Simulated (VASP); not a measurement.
Wanted: the native input for a VASP 6.6.1 run.

```
Task                   : electron localisation function
Functional             : PBE
Potentials or basis    : VASP PAW PBE potentials, release 64 (C, Ge_d, F, Br, H)
Cutoff                 : 520 eV
k mesh                 : 1 × 1 × 1
Occupations            : gaussian, width 0.01 eV
Spin                   : no spin polarisation
Further INCAR settings : ALGO = Normal; EDIFF = 1e-07
```

The structure of CGeF2BrH3 lies in POSCAR:

```
GeH3CBrF2
1.0
   13.0000000000      0.0000000000      0.0000000000
    0.0000000000     13.0000000000      0.0000000000
    0.0000000000      0.0000000000     13.0000000000
C Ge F Br H
1 1 2 1 3
Direct
    0.4506846200      0.4261038500      0.5794807700
    0.5048846200      0.5020423100      0.4651653800
    0.6282384600      0.5432346200      0.4898576900
    0.5172692300      0.4246730800      0.3584730800
    0.4122384600      0.6422884600      0.4168576900
    0.3737615400      0.3987423100      0.5606269200
    0.4473000000      0.4759500000      0.6467576900
    0.5012000000      0.3609423100      0.5947653800
```

These files were run (other wordings do the same):

INCAR

```
PREC = Accurate
ENCUT = 520
EDIFF = 1E-7
ISMEAR = 0
SIGMA = 0.01
LREAL = F
LASPH = T
NELM = 60
ALGO = Normal
ISIF = 2
LWAVE = F
LCHARG = T
GGA = PE
LELF = T
```

KPOINTS

```
Automatic mesh
0
Gamma
  1 1 1
```

Potentials or basis: VASP PAW PBE potentials, release 64 (C, Ge_d, F, Br, H).

The run is started by

```console
$ cat potpaw_PBE.64/C/POTCAR potpaw_PBE.64/Ge_d/POTCAR potpaw_PBE.64/F/POTCAR potpaw_PBE.64/Br/POTCAR potpaw_PBE.64/H/POTCAR > POTCAR
$ mpirun -np 1 vasp_gam > vasp.out
```

It gave:

```yaml
Largest_force: 0.795 eV/Å
Gap_between_the_frontier_levels: 5.50 eV
```

It took 2.7 min on 1 thread of Intel(R) Xeon(R) 6975P-C (Granite Rapids) (shared host), peak memory 1.7 GiB.
